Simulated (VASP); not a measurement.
All values below come from optB88-vdW, VASP's PBE PAW potentials (set 64) (plane waves; VASP 6.6.1).

VASP ran on this input.

### KPOINTS
```
k-points along high-symmetry lines
15
Line-mode
Reciprocal
  0.000000   0.000000   0.000000 ! GAMMA
  0.500000   0.000000   0.500000 ! X

  0.500000   0.000000   0.500000 ! X
  0.625000   0.250000   0.625000 ! U

  0.375000   0.375000   0.750000 ! K
  0.000000   0.000000   0.000000 ! GAMMA

  0.000000   0.000000   0.000000 ! GAMMA
  0.500000   0.500000   0.500000 ! L

  0.500000   0.500000   0.500000 ! L
  0.500000   0.250000   0.750000 ! W

  0.500000   0.250000   0.750000 ! W
  0.500000   0.000000   0.500000 ! X
```

**POSCAR**
```
PbF2
1
    0.0000000000     2.9722291306     2.9722291306
    2.9722291306     0.0000000000     2.9722291306
    2.9722291306     2.9722291306     0.0000000000
Pb F
1 2
Direct
  0.0000000000   0.0000000000   0.0000000000
  0.2500000000   0.2500000000   0.2500000000
  0.7500000000   0.7500000000   0.7500000000
```

INCAR:
```
! general
SYSTEM   = PbF2
PREC     = Accurate
ENCUT    = 520
LREAL    = .FALSE.   ! projection in real space or not
LASPH    = .TRUE.   ! aspherical one-centre terms
ICHARG   = 11

! electronic loop
EDIFF    = 1E-7   ! SCF stop (eV)
NELM     = 100
ALGO     = Normal   ! blocked Davidson
LMAXMIX  = 4

! smearing
ISMEAR   = 0   ! Gaussian
SIGMA    = 0.05   ! width (eV)

! functional
GGA      = BO
LUSE_VDW = .TRUE.
AGGAC    = 0.0
PARAM1   = 0.1833333333
PARAM2   = 0.22

! output
LWAVE    = .FALSE.
LCHARG   = .FALSE.
LORBIT   = 11
```

POTCAR, in this order: Pb_d F (PBE.64 set). Program: vasp_std. Read from the step before: CHGCAR.

Output

File OSZICAR:
```
       N       E                     dE             d eps       ncg     rms          rms(c)
DAV:   1     0.302909332356E+03    0.30291E+03   -0.15011E+04  3248   0.178E+03
DAV:   2     0.205163514570E+02   -0.28239E+03   -0.27246E+03  3730   0.453E+02
DAV:   3    -0.642054478325E+01   -0.26937E+02   -0.26423E+02  3776   0.152E+02
DAV:   4    -0.733445284871E+01   -0.91391E+00   -0.91177E+00  3416   0.288E+01
DAV:   5    -0.736537971322E+01   -0.30927E-01   -0.30923E-01  3666   0.543E+00
DAV:   6    -0.736699282411E+01   -0.16131E-02   -0.16131E-02  4022   0.116E+00
DAV:   7    -0.736706126043E+01   -0.68436E-04   -0.68436E-04  3962   0.198E-01
DAV:   8    -0.736706358519E+01   -0.23248E-05   -0.23248E-05  3874   0.292E-02
DAV:   9    -0.736706365724E+01   -0.72056E-07   -0.72037E-07  2254   0.413E-03
   1 F= -.73670637E+01 E0= -.73670637E+01  d E =-.543154E-12
```

File OUTCAR:
```
 val. band max:        1.4679326437   @ k =   0.5000   0.2500   0.7500

 cond. band min:       5.9272291190   @ k =   0.5000   0.0000   0.5000



 k-point     1 :       0.0000    0.0000    0.0000
  band No.  band energies     occupation
      1     -19.3979      2.00000
      2     -18.7848      2.00000
      3     -12.8483      2.00000
      4     -12.8483      2.00000
      5     -12.8483      2.00000
      6     -12.7941      2.00000
      7     -12.7941      2.00000
      8      -3.1666      2.00000
      9      -0.9102      2.00000
     10      -0.9102      2.00000
     11      -0.9102      2.00000
     12      -0.4247      2.00000
     13      -0.4247      2.00000
     14      -0.4247      2.00000
     15       8.2266      0.00000
     16       8.2266      0.00000
     17       8.2266      0.00000
     18      11.8904      0.00000

 k-point     2 :       0.0357    0.0000    0.0357
  band No.  band energies     occupation
      1     -19.3946      2.00000
      2     -18.7882      2.00000
      3     -12.8472      2.00000
      4     -12.8472      2.00000
      5     -12.8453      2.00000
      6     -12.7945      2.00000
      7     -12.7938      2.00000
      8      -3.1977      2.00000
      9      -0.9299      2.00000
     10      -0.9299      2.00000
     11      -0.9000      2.00000
     12      -0.4146      2.00000
     13      -0.4146      2.00000
     14      -0.3949      2.00000
     15       8.1447      0.00000
     16       8.2430      0.00000
     17       8.2430      0.00000
     18      12.0122      0.00000

 k-point     3 :       0.0714    0.0000    0.0714
  band No.  band energies     occupation
      1     -19.3845      2.00000
      2     -18.7972      2.00000
      3     -12.8442      2.00000
      4     -12.8442      2.00000
      5     -12.8364      2.00000
      6     -12.7956      2.00000
      7     -12.7929      2.00000
      8      -3.2860      2.00000
      9      -0.9848      2.00000
     10      -0.9848      2.00000
...
```

The density is held fixed in this step, so its total energy and stress have no physical meaning. Unless said otherwise, spin-orbit coupling is left out, though it shifts the bands of the heavy elements here.

The compound is PbF2 in the fluorite structure, the β form. It was relaxed first.
